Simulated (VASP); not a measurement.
Input:

```
CELL_PARAMETERS angstrom
      6.31486     0.00000     0.00000
      0.00000     6.31486     0.00000
      0.00000     0.00000     6.31486
ATOMIC_POSITIONS crystal
  Cd 0.01519 0.98481 0.98481
  Cd 0.48481 0.51519 0.98481
  Cd 0.48481 0.98481 0.51519
  Cd 0.01519 0.51519 0.51519
  Te 0.25000 0.25000 0.25000
  Te 0.75000 0.75000 0.25000
  Te 0.75000 0.25000 0.75000
  S  0.25000 0.75000 0.75000
```

Level of theory: PBEsol GGA, VASP's PBE PAW potentials (set 64) (plane waves; VASP). Numerical set-up: 400 eV cut-off, 4×4×4 Γ-centred mesh, tetrahedra with Blöchl corrections, potentials Cd Te S.

Unless said otherwise, spin-orbit coupling is left out, though it shifts the bands of the heavy elements here.

### Question
Tabulate the total density of states (states/eV per cell) against energy (eV; zero at the valence-band maximum or, without a gap, the Fermi level).

### Answer

(E (eV), DOS (states/eV)): (-9.96, 0.00); (-9.42, 0.00); (-8.78, 0.00); (-8.24, 16.2); (-7.60, 13.1); (-7.06, 0.00); (-6.52, 0.00); (-5.88, 0.00); (-5.34, 0.00); (-4.70, 0.00); (-4.16, 9.80); (-3.52, 2.87); (-2.98, 1.84); (-2.44, 7.61); (-1.80, 6.54); (-1.26, 8.04); (-0.62, 7.61); (-0.08, 0.16); (0.56, 0.00); (1.10, 0.05); (1.64, 0.32); (2.28, 2.13); (2.82, 6.23); (3.46, 7.08); (4.00, 3.90)
Within 2 eV below the valence-band maximum the largest weight inside VASP's projection spheres is Te p, then S p.

The structure was generated: Cd4STe3 was put into an ordered model structure (P-43m), which need not be its known phase. It was relaxed first.
